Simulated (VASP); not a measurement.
# Ca2ZrN2 (P-3m1) in VASP: single point with PBEsol

Aim: the single point of Ca2ZrN2 with PBEsol.

Program: VASP 6.6.1. These are calculated values, not measurements. Logs are shortened: lines on timing, memory, paths and dates and some standing lists are left out, and cuts for length are marked.

### Step 1. Starting point

Symmetry: P-3m1, No. 164, trigonal system. The conventional cell has a = 3.366 Å, b = 3.366 Å, c = 8.902 Å, α = 90.00°, β = 90.00°, γ = 120.00°. Around Ca (site symmetry 3m) lie 3 N at 2.43 Å. Zr (site symmetry -3m) is surrounded by 6 N at 2.31 Å. N (site symmetry 3m) has 3 Zr at 2.31 Å and 3 Ca at 2.43 Å as nearest neighbours.

The cell was built by a generator and needn't be a form met in nature.

### Step 2. Single point, PBEsol

INCAR

```
SYSTEM = Ca2ZrN2
PREC = Accurate
ENCUT = 520
EDIFF = 1E-6
ISMEAR = 0
SIGMA = 0.1
LREAL = .False.
LASPH = .True.
NELM = 100
ALGO = Normal
ISIF = 2
LWAVE = .False.
LCHARG = .False.
GGA = PS
NBANDS = 29
```

KPOINTS

```
Automatic mesh
0
Gamma
  10 10 4
  0 0 0
```

POSCAR

```
Ca2ZrN2
1.0
    3.3664720000      0.0000000000      0.0000000000
   -1.6832360000      2.9154500000      0.0000000000
    0.0000000000      0.0000000000      8.9019300000
Ca Zr N
2 1 2
Direct
    0.3333330000      0.6666670000      0.3034230000
    0.6666670000      0.3333330000      0.6965770000
    0.0000000000      0.0000000000      0.0000000000
    0.6666670000      0.3333330000      0.1404930000
    0.3333330000      0.6666670000      0.8595070000
```

Potentials or basis: VASP PAW PBE potentials, release 64 (Ca_sv, Zr_sv, N).

Launch:

```bash
> cat potpaw_PBE.64/Ca_sv/POTCAR potpaw_PBE.64/Zr_sv/POTCAR potpaw_PBE.64/N/POTCAR > POTCAR
> mpirun -np 1 vasp_std > vasp.out
```

OUTCAR:

```text
SYSTEM = Ca2ZrN2
   PREC = Accurate
   ENCUT = 520
   EDIFF = 1E-6
   ISMEAR = 0
   LREAL = .False.
   LASPH = .True.
   NELM = 100
   ISIF = 2
   GGA = PS

 ion  position               nearest neighbor table
   1  0.333  0.667  0.303-   4 2.43   4 2.43   4 2.43   3 3.33   3 3.33   3 3.33
   2  0.667  0.333  0.697-   5 2.43   5 2.43   5 2.43   3 3.33   3 3.33   3 3.33
   3  0.000  0.000  0.000-   4 2.31   5 2.31   5 2.31   4 2.31   4 2.31   5 2.31   1 3.33   2 3.33
                             1 3.33   2 3.33   1 3.33   2 3.33
   4  0.667  0.333  0.140-   3 2.31   3 2.31   3 2.31   1 2.43   1 2.43   1 2.43
   5  0.333  0.667  0.860-   3 2.31   3 2.31   3 2.31   2 2.43   2 2.43   2 2.43

  LATTYP: Found a hexagonal cell.
 ALAT       =     3.3664720000
 C/A-ratio  =     2.6442905214

  Lattice vectors:

 A1 = (   3.3664720000,   0.0000000000,   0.0000000000)
 A2 = (  -1.6832360000,   2.9154500000,   0.0000000000)
 A3 = (   0.0000000000,   0.0000000000,   8.9019300000)

Analysis of symmetry for initial positions (statically):
=====================================================================
 Subroutine PRICEL returns:
 Original cell was already a primitive cell.

 Routine SETGRP: Setting up the symmetry group for a
 hexagonal supercell.

 Subroutine GETGRP returns: Found 12 space group operations
 (whereof 12 operations were pure point group operations)
 out of a pool of 24 trial point group operations.

The static configuration has the point symmetry D_3d.

Analysis of symmetry for dynamics (positions and initial velocities):
=====================================================================
 Subroutine PRICEL returns:
 Original cell was already a primitive cell.

 Routine SETGRP: Setting up the symmetry group for a
 hexagonal supercell.

 Subroutine GETGRP returns: Found 12 space group operations
 (whereof 12 operations were pure point group operations)
 out of a pool of 24 trial point group operations.

The dynamic configuration has the point symmetry D_3d.

 Subroutine INISYM returns: Found 12 space group operations
 (whereof 12 operations are pure point group operations),
 and found     1 'primitive' translations

----------------------------------------------------------------------------------------

                                     Primitive cell

  volume of cell :      87.3705

  direct lattice vectors                    reciprocal lattice vectors
     3.366472000  0.000000000  0.000000000     0.297046879  0.171500111  0.000000000
    -1.683236000  2.915450000  0.000000000     0.000000000  0.343000223  0.000000000
     0.000000000  0.000000000  8.901930000     0.000000000  0.000000000  0.112335190

  length of vectors
     3.366472000  3.366471763  8.901930000     0.343000199  0.343000223  0.112335190

  position of ions in fractional coordinates (direct lattice)
     0.333333000  0.666667000  0.303423000
     0.666667000  0.333333000  0.696577000
     0.000000000  0.000000000  0.000000000
     0.666667000  0.333333000  0.140493000
     0.333333000  0.666667000  0.859507000

  ion indices of the primitive-cell ions
   primitive index   ion index
                 1           1
                 2           2
                 3           3
                 4           4
                 5           5

----------------------------------------------------------------------------------------

 KPOINTS: Automatic mesh

Automatic generation of k-mesh.
 Grid dimensions read from file:
 generate k-points for:   10   10    4

 Generating k-lattice:

  Cartesian coordinates                     Fractional coordinates (reciprocal lattice)
     0.029704688  0.017150011  0.000000000     0.100000000 -0.000000000  0.000000000
     0.000000000  0.034300022  0.000000000     0.000000000  0.100000000  0.000000000
     0.000000000  0.000000000  0.028083798     0.000000000  0.000000000  0.250000000

  Length of vectors
     0.034300020  0.034300022  0.028083798

  Shift w.r.t. Gamma in fractional coordinates (k-lattice)
     0.000000000  0.000000000  0.000000000

 Subroutine IBZKPT returns following result:
 ===========================================

 Found     50 irreducible k-points:

 Following reciprocal coordinates:
            Coordinates               Weight
  0.000000  0.000000  0.000000      1.000000
  0.100000 -0.000000  0.000000      6.000000
  0.200000 -0.000000  0.000000      6.000000
  0.300000  0.000000  0.000000      6.000000
  0.400000  0.000000  0.000000      6.000000
  0.500000  0.000000  0.000000      3.000000
[... 16 lines left out ...]
  0.000000  0.400000  0.250000      6.000000
  0.500000  0.000000  0.250000      6.000000
 [... further k-points ...]
   k-points           NKPTS =     50   k-points in BZ     NKDIM =     50   number of bands    NBANDS=     29
   number of dos      NEDOS =    301   number of ions     NIONS =      5
   total plane-waves  NPLWV =  54880
   dimension x,y,z NGX =    28 NGY =   28 NGZ =   70
   dimension x,y,z NGXF=    56 NGYF=   56 NGZF=  140
   ions per type =               2   1   2
   NGX,Y,Z   is equivalent  to a cutoff of  13.83, 13.83, 13.07 a.u.
   NGXF,Y,Z  is equivalent  to a cutoff of  27.65, 27.65, 26.15 a.u.
 SYSTEM =  Ca2ZrN2
   PREC   = accura    normal or accurate (medium, high low for compatibility)
   ISTART =      0    job   : 0-new  1-cont  2-samecut
   ICHARG =      2    charge: 1-file 2-atom 10-const
   ISPIN  =      1    spin polarized calculation?
   LNONCOLLINEAR =      F non collinear calculations
   LSORBIT =      F    spin-orbit coupling
   LASPH  =      T    aspherical Exc in radial PAW
   ENCUT  =  520.0 eV  38.22 Ry    6.18 a.u.   6.26  6.26 16.55*2*pi/ulx,y,z
   NELM   =    100;   NELMIN=  2; NELMDL= -5     # of ELM steps
   EDIFF  = 0.1E-05   stopping-criterion for ELM
   LREAL  =      F    real-space projection
   EDIFFG = 0.1E-04   stopping-criterion for IOM
   NSW    =      0    number of steps for IOM
   IBRION =     -1    ionic relax: 0-MD 1-quasi-New 2-CG
   NFREE  =      0    steps in history (QN), initial steepest desc. (CG)
   ISIF   =      2    stress and relaxation
   ISYM   =      2    0-nonsym 1-usesym 2-fastsym
   POTIM  = 0.5000    time-step for ionic-motion
   TEBEG  =    0.0;   TEEND  =   0.0 temperature during run
   PSTRESS=    0.0 pullay stress
   NELECT =      42.0000    total number of electrons
   NUPDOWN=      -1.0000    fix difference up-down
   EMIN   =  10.00;   EMAX   =-10.00  energy-range for DOS
   EFERMI =   0.00;   METHOD = LEGACY
   ISMEAR =     0;   SIGMA  =   0.10  broadening in eV -4-tet -1-fermi 0-gaus
   EFERMI_NEDOS =   21; number of points for ismear=-14 and -15
   IALGO  =     38    algorithm
   IMIX   =      4    mixing-type and parameters
     AMIX     =   0.40;   BMIX     =  1.00
     AMIX_MAG =   1.60;   BMIX_MAG =  1.00
  volume/ion in A,a.u.               =      17.47       117.92
  Fermi-wavevector in a.u.,A,eV,Ry     =   1.282438  2.423456 22.376779  1.644647
  Thomas-Fermi vector in A             =   2.414749
   LORBIT       =      0    0 simple, 1 ext, 2 COOP (PROOUT), +10 PAW based schemes
   GGA     = PS    functional components
   LHFCALC =     F    Hartree Fock is set to
   AEXX    =    0.0000 exact exchange contribution
   IVDW    =     0    specifies the selected vdW correction
   LEPSILON=     F    determine dielectric tensor
   LRPA    =     F    only Hartree local field effects (RPA)
 non-spin polarized calculation
 Gauss-broadening in eV      SIGMA  =   0.10
  energy-cutoff  :      520.00
  volume of cell :       87.37
 maximum number of plane-waves:      2373
 NGX is ok and might be reduce to    28
   NGX = 13   NGY = 13   NGZ = 33

 number of electron      41.9999999 magnetization

 Free energy of the ion-electron system (eV)
  ---------------------------------------------------
  ext. energy  EPLUGINS =         0.00000000
  ---------------------------------------------------
  free energy    TOTEN  =       -37.06008727 eV

  energy without entropy =      -37.05102270  energy(sigma->0) =      -37.05555498

 E-fermi :   5.7523     XC(G=0): -10.3570

 val. band max:        5.7415548486   @ k =   0.3000   0.0000   0.5000
 cond. band min:       5.7856614387   @ k =  -0.1000   0.4000   0.2500
 fundamental gap:      0.0441065900
 Fermi energy:         5.7522621490

 k-point     1 :       0.0000    0.0000    0.0000
  band No.  band energies     occupation
      1     -43.4025      2.00000
      2     -34.7295      2.00000
      3     -34.7244      2.00000
      4     -21.6214      2.00000
      5     -21.2224      2.00000
      6     -21.2223      2.00000
[... 21 lines left out ...]
     28       9.3897      0.00000
     29       9.6619      0.00000

 k-point     2 :       0.1000   -0.0000    0.0000
  band No.  band energies     occupation
      1     -43.3969      2.00000
      2     -34.7227      2.00000
      3     -34.7177      2.00000
      4     -21.6075      2.00000
      5     -21.2846      2.00000
      6     -21.2349      2.00000
[... 21 lines left out ...]
     28       9.4792      0.00000
     29       9.7448      0.00000

 k-point     3 :       0.2000   -0.0000    0.0000
  band No.  band energies     occupation
      1     -43.3822      2.00000
      2     -34.7047      2.00000
      3     -34.7003      2.00000
      4     -21.5713      2.00000
      5     -21.4430      2.00000
      6     -21.2675      2.00000
[... 21 lines left out ...]
     28       9.7643      0.00000
     29      10.1045      0.00000

 k-point     4 :       0.3000    0.0000    0.0000
  band No.  band energies     occupation
      1     -43.3639      2.00000
      2     -34.6823      2.00000
      3     -34.6788      2.00000
      4     -21.6355      2.00000
      5     -21.5220      2.00000
      6     -21.3074      2.00000
[... 597 lines left out ...]
     28      10.2021      0.00000
     29      10.3937      0.00000

 k-point    23 :       0.0000    0.4000    0.2500
  band No.  band energies     occupation
      1     -43.3491      2.00000
      2     -34.6639      2.00000
      3     -34.6615      2.00000
      4     -21.7826      2.00000
      5     -21.4850      2.00000
      6     -21.3394      2.00000
[... 21 lines left out ...]
     28      10.0214      0.00000
     29      10.6264      0.00000

 k-point    24 :       0.5000    0.0000    0.2500
  band No.  band energies     occupation
      1     -43.3434      2.00000
      2     -34.6567      2.00000
      3     -34.6549      2.00000
      4     -21.8379      2.00000
      5     -21.4704      2.00000
      6     -21.3516      2.00000
[... 21 lines left out ...]
     28      10.2715      0.00000
     29      10.4441      0.00000

 [... further k-points ...]

------------------------ aborting loop because EDIFF is reached ----------------------------------------

  FORCE on cell =-STRESS in cart. coord.  units (eV):
  Direction    XX          YY          ZZ          XY          YZ          ZX
  --------------------------------------------------------------------------------------
  -------------------------------------------------------------------------------------
  Total       -2.0398501     -2.0398497     -1.8702915      0.0000000      0.0000000      0.0000000
  in kB      -37.4062394    -37.4062324    -34.2969190      0.0000000      0.0000000      0.0000000
  external PRESSURE =     -36.3697969 kB  Pullay stress =       0.0000000 kB

 VOLUME and BASIS-vectors are now :
 -----------------------------------------------------------------------------
  energy-cutoff  :      520.00
  volume of cell :       87.37
      direct lattice vectors                 reciprocal lattice vectors
     3.366472000  0.000000000  0.000000000     0.297046879  0.171500111  0.000000000
    -1.683236000  2.915450000  0.000000000     0.000000000  0.343000223  0.000000000
     0.000000000  0.000000000  8.901930000     0.000000000  0.000000000  0.112335190

 POSITION                                       TOTAL-FORCE (eV/Angst)
 -----------------------------------------------------------------------------------
     -0.00000      1.94363      2.70105        -0.000000      0.000000     -0.263479
      1.68324      0.97182      6.20088         0.000000     -0.000000      0.263479
      0.00000      0.00000      0.00000        -0.000000      0.000000     -0.000000
      1.68324      0.97182      1.25066         0.000000     -0.000000     -0.051124
     -0.00000      1.94363      7.65127        -0.000000      0.000000      0.051124
 -----------------------------------------------------------------------------------
    total drift:                               -0.000000     -0.000000      0.000000

  FREE ENERGIE OF THE ION-ELECTRON SYSTEM (eV)
  ---------------------------------------------------
  free  energy   TOTEN  =       -37.0600872709 eV

  energy  without entropy=      -37.0510226981  energy(sigma->0) =      -37.05555498
```

Run time: 64 s. Hardware: 1 thread of Intel Xeon 6975P-C (Granite Rapids), shared host; peak memory 0.29 GiB.

Results:

* Free energy: -37.0601 eV
* Pressure: -3.6 GPa
* Largest force: 0.263 eV/Å
* Band gap on the k mesh: none (metal or under the smearing width)

Forces on the atoms (eV/Å):
```
Ca   0.000  0.000 -0.263
Ca   0.000  0.000  0.263
Zr   0.000  0.000  0.000
N    0.000  0.000 -0.051
N    0.000  0.000  0.051
```

Stress tensor (GPa, compression positive):
```
-3.74  0.00  0.00
 0.00 -3.74  0.00
 0.00  0.00 -3.43
```

Caveat: the PAW data sets were made with another functional, which shifts forces and pressure a little.
